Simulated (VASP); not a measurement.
Cost and result of VASP (PAW) for the lattice constant a of GaN (wurtzite). Static lattice. The cost counts the five points of the equation of state, each on the mesh and cut-off of its row, so the ratios hold those differences too. With PBE it took about 2 core-minutes. Times come from single runs on busy shared machines, so they are rough: good to a factor of about 2.

```json
[
 {"level": "PBE", "k-mesh": "9×9×5", "cut-off (eV)": "520", "lattice constant a (Å)": "3.220", "cost over PBE": "reference"},
 {"level": "LDA", "k-mesh": "10×10×5", "cut-off (eV)": "520", "lattice constant a (Å)": "3.159", "cost over PBE": "within a factor of 2"},
 {"level": "PBEsol", "k-mesh": "10×10×5", "cut-off (eV)": "520", "lattice constant a (Å)": "3.182", "cost over PBE": "within a factor of 2"},
 {"level": "r2SCAN", "k-mesh": "10×10×5", "cut-off (eV)": "520", "lattice constant a (Å)": "[?]", "cost over PBE": "[?]"},
 {"level": "SCAN", "k-mesh": "10×10×5", "cut-off (eV)": "520", "lattice constant a (Å)": "[?]", "cost over PBE": "[?]"}
]
```

Q: Complete the blanks.

A: 
- r2SCAN, lattice constant a (Å): 3.190
- r2SCAN, cost over PBE: about 5 times
- SCAN, lattice constant a (Å): 3.185
- SCAN, cost over PBE: about 9 times

Left out are levels that failed, ran on another kind of processor or have no fit band path; at most nine are shown.

The compound is GaN in the wurtzite structure.
